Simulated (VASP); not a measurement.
# Hf3SnS4 (P4/mmm) in VASP: further runs

One crystal, Hf3SnS4, is run at these levels: PBE; tasks: relaxation of cell and atoms.

Program: VASP 6.6.1. These are calculated values, not measurements. Logs are shortened: lines on timing, memory, paths and dates and some standing lists are left out, and cuts for length are marked.

### 1 Starting point

Symmetry: P4/mmm, No. 123, tetragonal system. Conventional cell: a = 3.843 Å, b = 3.843 Å, c = 14.259 Å, α = 90.00°, β = 90.00°, γ = 90.00°. Around Hf (site symmetry 4mm) lie 8 S at 3.25 to 3.30 Å and 1 Sn at 3.56 Å and 1 Hf at 3.57 Å. Around Hf (site symmetry 4/mmm) lie 8 S at 3.26 Å and 2 Hf at 3.57 Å. Around Sn (site symmetry 4/mmm) lie 8 S at 3.19 Å and 2 Hf at 3.56 Å. S (site symmetry 4mm) has 4 Sn at 3.19 Å and 4 Hf at 3.30 Å and 2 S at 3.36 to 3.65 Å as nearest neighbours. S (site symmetry 4mm) has 8 Hf at 3.25 to 3.26 Å and 2 S at 3.60 to 3.65 Å as nearest neighbours.

The cell was built by a generator and needn't be a form met in nature.

### 2 Relaxation of cell and atoms, PBE

INCAR

```
PREC = Normal
ENCUT = 520
EDIFF = 1E-4
ISMEAR = 0
SIGMA = 0.15
LREAL = False
LASPH = True
NELM = 60
ALGO = Fast
ISIF = 3
LWAVE = False
LCHARG = False
GGA = PE
IBRION = 2
NSW = 24
EDIFFG = -0.08
```

KPOINTS

```
regular mesh
0
Gamma
  4 4 1
```

POSCAR

```
Hf3SnS4
1.0
    3.8429315200      0.0000000000      0.0000000000
    0.0000000000      3.8429315200      0.0000000000
    0.0000000000      0.0000000000     14.2585448900
Hf Sn S
3 1 4
Direct
    0.0000000000      0.0000000000      0.2493670000
    0.0000000000      0.0000000000      0.5000000000
    0.0000000000      0.0000000000      0.7506330000
    0.0000000000      0.0000000000      0.0000000000
    0.5000000000      0.5000000000      0.1178290000
    0.5000000000      0.5000000000      0.3737939900
    0.5000000000      0.5000000000      0.6262060100
    0.5000000000      0.5000000000      0.8821710000
```

Potentials or basis: VASP PAW PBE potentials, release 64 (Hf_pv, Sn_d, S).

On the command line:

```sh
> cat potpaw_PBE.64/Hf_pv/POTCAR potpaw_PBE.64/Sn_d/POTCAR potpaw_PBE.64/S/POTCAR > POTCAR
> mpirun -np 1 vasp_std > vasp.out
```

OUTCAR:

```text
PREC = Normal
   ENCUT = 520
   EDIFF = 1E-4
   ISMEAR = 0
   LREAL = False
   LASPH = True
   NELM = 60
   ISIF = 3
   GGA = PE
   IBRION = 2
   NSW = 24
   EDIFFG = -0.08

 ion  position               nearest neighbor table
   1  0.000  0.000  0.249-   6 3.25   6 3.25   6 3.25   6 3.25   5 3.30   5 3.30   5 3.30   5 3.30
                             4 3.56   2 3.57
   2  0.000  0.000  0.500-   6 3.26   7 3.26   6 3.26   7 3.26   6 3.26   7 3.26   6 3.26   7 3.26
                             1 3.57   3 3.57
   3  0.000  0.000  0.751-   7 3.25   7 3.25   7 3.25   7 3.25   8 3.30   8 3.30   8 3.30   8 3.30
                             4 3.56   2 3.57
   4  0.000  0.000  0.000-   5 3.19   8 3.19   5 3.19   8 3.19   5 3.19   8 3.19   5 3.19   8 3.19
                             1 3.56   3 3.56
   5  0.500  0.500  0.118-   4 3.19   4 3.19   4 3.19   4 3.19   1 3.30   1 3.30   1 3.30   1 3.30

   6  0.500  0.500  0.374-   1 3.25   1 3.25   1 3.25   1 3.25   2 3.26   2 3.26   2 3.26   2 3.26

   7  0.500  0.500  0.626-   3 3.25   3 3.25   3 3.25   3 3.25   2 3.26   2 3.26   2 3.26   2 3.26

   8  0.500  0.500  0.882-   4 3.19   4 3.19   4 3.19   4 3.19   3 3.30   3 3.30   3 3.30   3 3.30

  LATTYP: Found a simple tetragonal cell.
 ALAT       =     3.8429315200
 C/A-ratio  =     3.7103302039

  Lattice vectors:

 A1 = (   3.8429315200,   0.0000000000,   0.0000000000)
 A2 = (   0.0000000000,   3.8429315200,   0.0000000000)
 A3 = (   0.0000000000,   0.0000000000,  14.2585448900)

Analysis of symmetry for initial positions (statically):
=====================================================================
 Subroutine PRICEL returns:
 Original cell was already a primitive cell.

 Routine SETGRP: Setting up the symmetry group for a
 simple tetragonal supercell.

 Subroutine GETGRP returns: Found 16 space group operations
 (whereof 16 operations were pure point group operations)
 out of a pool of 16 trial point group operations.

The static configuration has the point symmetry D_4h.

Analysis of symmetry for dynamics (positions and initial velocities):
=====================================================================
 Subroutine PRICEL returns:
 Original cell was already a primitive cell.

 Routine SETGRP: Setting up the symmetry group for a
 simple tetragonal supercell.

 Subroutine GETGRP returns: Found 16 space group operations
 (whereof 16 operations were pure point group operations)
 out of a pool of 16 trial point group operations.

The dynamic configuration has the point symmetry D_4h.

 Subroutine INISYM returns: Found 16 space group operations
 (whereof 16 operations are pure point group operations),
 and found     1 'primitive' translations

----------------------------------------------------------------------------------------

                                     Primitive cell

  volume of cell :     210.5719

  direct lattice vectors                    reciprocal lattice vectors
     3.842931520  0.000000000  0.000000000     0.260218012  0.000000000  0.000000000
     0.000000000  3.842931520  0.000000000     0.000000000  0.260218012  0.000000000
     0.000000000  0.000000000 14.258544890     0.000000000  0.000000000  0.070133384

  length of vectors
     3.842931520  3.842931520 14.258544890     0.260218012  0.260218012  0.070133384

  position of ions in fractional coordinates (direct lattice)
     0.000000000  0.000000000  0.249367000
     0.000000000  0.000000000  0.500000000
     0.000000000  0.000000000  0.750633000
     0.000000000  0.000000000  0.000000000
     0.500000000  0.500000000  0.117829000
     0.500000000  0.500000000  0.373793990
     0.500000000  0.500000000  0.626206010
     0.500000000  0.500000000  0.882171000

  ion indices of the primitive-cell ions
   primitive index   ion index
                 1           1
                 2           2
                 3           3
                 4           4
                 5           5
                 6           6
                 7           7
                 8           8

----------------------------------------------------------------------------------------

 KPOINTS: regular mesh

Automatic generation of k-mesh.
 Grid dimensions read from file:
 generate k-points for:    4    4    1

 Generating k-lattice:

  Cartesian coordinates                     Fractional coordinates (reciprocal lattice)
     0.065054503  0.000000000  0.000000000     0.250000000  0.000000000  0.000000000
     0.000000000  0.065054503  0.000000000     0.000000000  0.250000000  0.000000000
     0.000000000  0.000000000  0.070133384     0.000000000  0.000000000  1.000000000

  Length of vectors
     0.065054503  0.065054503  0.070133384

  Shift w.r.t. Gamma in fractional coordinates (k-lattice)
     0.000000000  0.000000000  0.000000000

 Subroutine IBZKPT returns following result:
 ===========================================

 Found      6 irreducible k-points:

 Following reciprocal coordinates:
            Coordinates               Weight
  0.000000  0.000000  0.000000      1.000000
  0.250000  0.000000  0.000000      4.000000
  0.500000  0.000000  0.000000      2.000000
  0.250000  0.250000  0.000000      4.000000
  0.500000  0.250000  0.000000      4.000000
  0.500000  0.500000  0.000000      1.000000
   k-points           NKPTS =      6   k-points in BZ     NKDIM =      6   number of bands    NBANDS=     40
   number of dos      NEDOS =    301   number of ions     NIONS =      8
   total plane-waves  NPLWV =  46080
   dimension x,y,z NGX =    24 NGY =   24 NGZ =   80
   dimension x,y,z NGXF=    48 NGYF=   48 NGZF=  160
   ions per type =               3   1   4
   NGX,Y,Z   is equivalent  to a cutoff of  10.38, 10.38,  9.33 a.u.
   NGXF,Y,Z  is equivalent  to a cutoff of  20.76, 20.76, 18.66 a.u.
 SYSTEM =  unknown system
   PREC   = normal    normal or accurate (medium, high low for compatibility)
   ISTART =      0    job   : 0-new  1-cont  2-samecut
   ICHARG =      2    charge: 1-file 2-atom 10-const
   ISPIN  =      1    spin polarized calculation?
   LNONCOLLINEAR =      F non collinear calculations
   LSORBIT =      F    spin-orbit coupling
   LASPH  =      T    aspherical Exc in radial PAW
   ENCUT  =  520.0 eV  38.22 Ry    6.18 a.u.   7.15  7.15 26.51*2*pi/ulx,y,z
   NELM   =     60;   NELMIN=  2; NELMDL= -5     # of ELM steps
   EDIFF  = 0.1E-03   stopping-criterion for ELM
   LREAL  =      F    real-space projection
   EDIFFG = -.8E-01   stopping-criterion for IOM
   NSW    =     24    number of steps for IOM
   IBRION =      2    ionic relax: 0-MD 1-quasi-New 2-CG
   NFREE  =      1    steps in history (QN), initial steepest desc. (CG)
   ISIF   =      3    stress and relaxation
   ISYM   =      2    0-nonsym 1-usesym 2-fastsym
   POTIM  = 0.5000    time-step for ionic-motion
   TEBEG  =    0.0;   TEEND  =   0.0 temperature during run
   PSTRESS=    0.0 pullay stress
   NELECT =      68.0000    total number of electrons
   NUPDOWN=      -1.0000    fix difference up-down
   EMIN   =  10.00;   EMAX   =-10.00  energy-range for DOS
   EFERMI =   0.00;   METHOD = LEGACY
   ISMEAR =     0;   SIGMA  =   0.15  broadening in eV -4-tet -1-fermi 0-gaus
   EFERMI_NEDOS =   21; number of points for ismear=-14 and -15
   IALGO  =     68    algorithm
   IMIX   =      4    mixing-type and parameters
     AMIX     =   0.40;   BMIX     =  1.00
     AMIX_MAG =   1.60;   BMIX_MAG =  1.00
  volume/ion in A,a.u.               =      26.32       177.63
  Fermi-wavevector in a.u.,A,eV,Ry     =   1.123167  2.122478 17.163803  1.261504
  Thomas-Fermi vector in A             =   2.259831
   LORBIT       =      0    0 simple, 1 ext, 2 COOP (PROOUT), +10 PAW based schemes
   GGA     = PE    functional components
   LHFCALC =     F    Hartree Fock is set to
   AEXX    =    0.0000 exact exchange contribution
   IVDW    =     0    specifies the selected vdW correction
   LEPSILON=     F    determine dielectric tensor
   LRPA    =     F    only Hartree local field effects (RPA)
 conjugate gradient relaxation of ions
 non-spin polarized calculation
 RMM-DIIS sequential band-by-band and
 Gauss-broadening in eV      SIGMA  =   0.15
  energy-cutoff  :      520.00
  volume of cell :      210.57
 maximum number of plane-waves:      5676
   NGX = 15   NGY = 15   NGZ = 53

--------------------------------------- Ionic step        1  -------------------------------------------

 number of electron      67.9999988 magnetization

 Free energy of the ion-electron system (eV)
  ---------------------------------------------------
  ext. energy  EPLUGINS =         0.00000000
  ---------------------------------------------------
  free energy    TOTEN  =       -49.46478854 eV

  energy without entropy =      -49.40974947  energy(sigma->0) =      -49.43726900

 E-fermi :   4.5820     XC(G=0):  -9.7108

 val. band max:        4.5475928037   @ k =   0.2500   0.2500   0.0000
 cond. band min:       4.6841883345   @ k =   0.2500   0.2500   0.0000
 fundamental gap:      0.1365955308
 Fermi energy:         4.5820221558

 k-point     1 :       0.0000    0.0000    0.0000
  band No.  band energies     occupation
      1     -28.0895      2.00000
      2     -28.0895      2.00000
      3     -28.0515      2.00000
      4     -28.0515      2.00000
      5     -28.0512      2.00000
      6     -28.0512      2.00000
[... 366 lines left out ...]
  FREE ENERGIE OF THE ION-ELECTRON SYSTEM (eV)
  ---------------------------------------------------
  free  energy   TOTEN  =       -56.1628310581 eV

  energy  without entropy=      -56.1208164656  energy(sigma->0) =      -56.14182376

[... ionic steps 4 to 17 ...]

--------------------------------------- Ionic step       18  -------------------------------------------

 number of electron      68.0000036 magnetization

------------------------ aborting loop because EDIFF is reached ----------------------------------------

  FORCE on cell =-STRESS in cart. coord.  units (eV):
  Direction    XX          YY          ZZ          XY          YZ          ZX
  --------------------------------------------------------------------------------------
  -------------------------------------------------------------------------------------
  Total       -0.0045462     -0.0045462     -0.4871202      0.0000000     -0.0000000     -0.0000000
  in kB       -0.0493543     -0.0493543     -5.2882739      0.0000000     -0.0000000     -0.0000000
  external PRESSURE =      -1.7956608 kB  Pullay stress =       0.0000000 kB
[... 69 lines left out ...]
  energy  without entropy=      -58.2642412691  energy(sigma->0) =      -58.26572170

--------------------------------------- Ionic step       20  -------------------------------------------

 number of electron      68.0000039 magnetization

 Free energy of the ion-electron system (eV)
  ---------------------------------------------------
  ext. energy  EPLUGINS =         0.00000000
  ---------------------------------------------------
  free energy    TOTEN  =       -58.26721022 eV

  energy without entropy =      -58.26429001  energy(sigma->0) =      -58.26575012

 E-fermi :   7.6725     XC(G=0): -11.2491

 val. band max:        7.4224193387   @ k =   0.5000   0.2500   0.0000
 cond. band min:       7.9195082678   @ k =   0.2500   0.2500   0.0000
 fundamental gap:      0.4970889291
 Fermi energy:         7.6725161774

 k-point     1 :       0.0000    0.0000    0.0000
  band No.  band energies     occupation
      1     -23.6759      2.00000
      2     -23.5631      2.00000
      3     -23.4127      2.00000
      4     -23.3804      2.00000
      5     -23.3804      2.00000
      6     -23.2975      2.00000
[... 282 lines left out ...]
  FREE ENERGIE OF THE ION-ELECTRON SYSTEM (eV)
  ---------------------------------------------------
  free  energy   TOTEN  =       -58.2672102224 eV

  energy  without entropy=      -58.2642900080  energy(sigma->0) =      -58.26575012

 reached required accuracy - stopping structural energy minimisation
```

Run time: 3.6 min. Hardware: 1 thread of Intel Xeon 6975P-C (Granite Rapids), shared host; peak memory 0.24 GiB.

What came out:

```
Free energy                            : -58.2672 eV
Relaxed volume                         : 18.41 Å³/atom
Relaxed cell                           : a = 3.218 Å, b = 3.218 Å, c = 14.217 Å, α = 90.00°, β = 90.00°, γ = 90.00°
Space group after relaxing (to 0.05 Å) : P4/mmm (No. 123)
Energy gained by relaxing              : 1100.3 meV/atom
Ionic steps                            : 20
Pressure after relaxing                : -0.2 GPa
Largest force after relaxing           : 0.067 eV/Å
Band gap on the k mesh                 : none (metal or under the smearing width)
```

Forces in eV/Å, atoms in the order of the input:
```
Hf   0.000  0.000 -0.065
Hf   0.000  0.000  0.000
Hf   0.000  0.000  0.065
Sn   0.000  0.000  0.000
S    0.000  0.000  0.067
S    0.000  0.000 -0.043
S    0.000  0.000  0.043
S    0.000  0.000 -0.067
```

Stress tensor (GPa, compression positive):
```
 0.09  0.00  0.00
 0.00  0.09  0.00
 0.00  0.00 -0.66
```

Step by step:
```csv
step,energy change (eV),largest force (eV/Å),pressure (GPa),volume (Å³)
1,0.0000,1.8602,-19.08,210.57
2,-6.4652,3.2845,11.64,128.75
3,-6.6980,3.2408,1.14,137.80
4,-7.6041,1.7575,4.26,134.36
5,-7.7372,0.8799,7.80,132.36
6,-8.0809,0.7678,-4.49,147.83
7,-8.1114,0.7551,-2.11,144.08
8,-8.2895,0.8347,-1.05,143.61
9,-8.4726,1.0233,1.20,142.79
10,-8.3548,1.2786,7.27,141.11
11,-8.5077,1.0835,2.57,142.38
12,-8.6277,0.8738,1.53,144.08
13,-8.7478,0.6655,-1.28,149.13
14,-8.7550,0.5883,-0.82,148.19
15,-8.7776,0.4615,-0.40,147.51
16,-8.7922,0.2129,0.79,146.10
17,-8.8020,0.0634,0.34,147.07
18,-8.8021,0.1173,-0.18,147.58
19,-8.8024,0.0859,-0.28,147.42
20,-8.8024,0.0667,-0.16,147.27
```

Final structure:
```cif
data_structure
_symmetry_space_group_name_H-M 'P 1'
_symmetry_Int_Tables_number 1
_cell_length_a 3.2184
_cell_length_b 3.2184
_cell_length_c 14.2174
_cell_angle_alpha 90.000
_cell_angle_beta 90.000
_cell_angle_gamma 90.000
_cell_volume 147.27
loop_
_atom_site_label
_atom_site_type_symbol
_atom_site_fract_x
_atom_site_fract_y
_atom_site_fract_z
_atom_site_occupancy
Hf1 Hf 0.00000 0.00000 0.27050 1
Hf2 Hf 0.00000 0.00000 0.50000 1
Hf3 Hf 0.00000 0.00000 0.72950 1
Sn1 Sn 0.00000 0.00000 0.00000 1
S1 S 0.50000 0.50000 0.17762 1
S2 S 0.50000 0.50000 0.39252 1
S3 S 0.50000 0.50000 0.60749 1
S4 S 0.50000 0.50000 0.82238 1
```

Levels at points of the mesh, in eV from the Fermi level:
```tsv
k point	band 33	band 34	band 35	band 36	band 37	band 38
(0.00, 0.00, 0.00)	-1.93	-1.55	-0.36	0.71	1.53	2.83
(0.50, 0.00, 0.00)	-1.33	-0.93	-0.67	1.23	1.80	2.13
(0.50, 0.50, 0.00)	-1.26	-1.18	-0.68	1.36	1.36	1.78
```

Caveat: the k mesh is coarse (spacing up to 0.44 Å⁻¹), so the values aren't converged; the volume moved by over 15 % at a fixed basis, so the end points are rough; the relaxation stopped at a loose force limit of 0.08 eV/Å, so its end isn't a converged minimum.

### 3 Relaxation of cell and atoms, PBE

This run uses another cell than the first one, of 26.69 Å³/atom, 1.014 times its volume.

INCAR is that of step 2.

KPOINTS

```
regular mesh
0
Gamma
  3 3 3
```

POSCAR

```
Hf3SnS4
1.0
   -3.2784039100      3.2784039100      4.9659857800
    3.2784039100     -3.2784039100      4.9659857800
    3.2784039100      3.2784039100     -4.9659857800
Hf Sn S
3 1 4
Direct
    0.5000000000      0.0000000000      0.5000000000
    0.0000000000      0.5000000000      0.5000000000
    0.0000000000      0.0000000000      0.0000000000
    0.5000000000      0.5000000000      0.0000000000
    0.7500000000      0.2500000000      0.5000000000
    0.2500000000      0.7500000000      0.5000000000
    0.2603295200      0.2603295200      0.0000000000
    0.7396704800      0.7396704800      0.0000000000
```

Potentials or basis: VASP PAW PBE potentials, release 64 (Hf_pv, Sn_d, S).

On the command line:

```sh
> cat potpaw_PBE.64/Hf_pv/POTCAR potpaw_PBE.64/Sn_d/POTCAR potpaw_PBE.64/S/POTCAR > POTCAR
> mpirun -np 1 vasp_std > vasp.out
```

Wall time 1.9 min (1 thread of Intel Xeon 6975P-C (Granite Rapids), shared host); peak memory 0.28 GiB.

It converged, with:

| Property | Result |
| --- | --- |
| Free energy | -50.2540 eV |
| Relaxed volume | 24.68 Å³/atom |
| Relaxed cell | a = 6.679 Å, b = 6.679 Å, c = 6.679 Å, α = 123.72°, β = 123.72°, γ = 83.66° |
| Space group after relaxing (to 0.05 Å) | I4/mmm (No. 139) |
| Energy gained by relaxing | 196.6 meV/atom |
| Ionic steps | 8 |
| Pressure after relaxing | -0.3 GPa |
| Largest force after relaxing | 0.047 eV/Å |
| Band gap on the k mesh | none (metal or under the smearing width) |

Forces on the atoms (eV/Å):
```
Hf   0.000  0.000  0.000
Hf   0.000  0.000  0.000
Hf   0.000  0.000  0.000
Sn   0.000  0.000  0.000
S    0.000  0.000  0.000
S    0.000  0.000  0.000
S    0.000  0.000 -0.047
S    0.000  0.000  0.047
```

Stress tensor (GPa, compression positive):
```
-0.47  0.00  0.00
 0.00 -0.47  0.00
 0.00  0.00  0.11
```

The path:
| step | energy change (eV) | largest force (eV/Å) | pressure (GPa) | volume (Å³) |
| --- | --- | --- | --- | --- |
| 1 | 0.0000 | 4.0110 | -3.22 | 213.50 |
| 2 | -1.2014 | 1.6194 | 2.94 | 197.35 |
| 3 | -1.2140 | 1.0947 | 3.88 | 195.52 |
| 4 | -1.4703 | 1.1748 | -0.84 | 200.40 |
| 5 | -1.5516 | 0.4912 | 0.36 | 198.72 |
| 6 | -1.5577 | 0.3427 | -1.24 | 199.60 |
| 7 | -1.5676 | 0.0008 | -0.57 | 199.21 |
| 8 | -1.5725 | 0.0466 | -0.28 | 197.46 |

Final structure:
```cif
data_structure
_symmetry_space_group_name_H-M 'P 1'
_symmetry_Int_Tables_number 1
_cell_length_a 6.6786
_cell_length_b 6.6786
_cell_length_c 6.6786
_cell_angle_alpha 123.723
_cell_angle_beta 123.723
_cell_angle_gamma 83.665
_cell_volume 197.46
loop_
_atom_site_label
_atom_site_type_symbol
_atom_site_fract_x
_atom_site_fract_y
_atom_site_fract_z
_atom_site_occupancy
Hf1 Hf 0.50000 0.00000 0.50000 1
Hf2 Hf 0.00000 0.50000 0.50000 1
Hf3 Hf 0.00000 0.00000 0.00000 1
Sn1 Sn 0.50000 0.50000 0.00000 1
S1 S 0.75000 0.25000 0.50000 1
S2 S 0.25000 0.75000 0.50000 1
S3 S 0.22930 0.22930 0.00000 1
S4 S 0.77070 0.77070 0.00000 1
```

Levels at points of the mesh, in eV from the Fermi level:
```tsv
k point	band 32	band 33	band 34	band 35	band 36	band 37
(0.00, 0.00, 0.00)	-0.74	-0.18	-0.18	0.22	0.22	1.11
```

Caveat: the k mesh is coarse (spacing up to 0.45 Å⁻¹), so the values aren't converged; the relaxation stopped at a loose force limit of 0.08 eV/Å, so its end isn't a converged minimum. The run has no spin-orbit coupling, so splittings on Hf are missing.
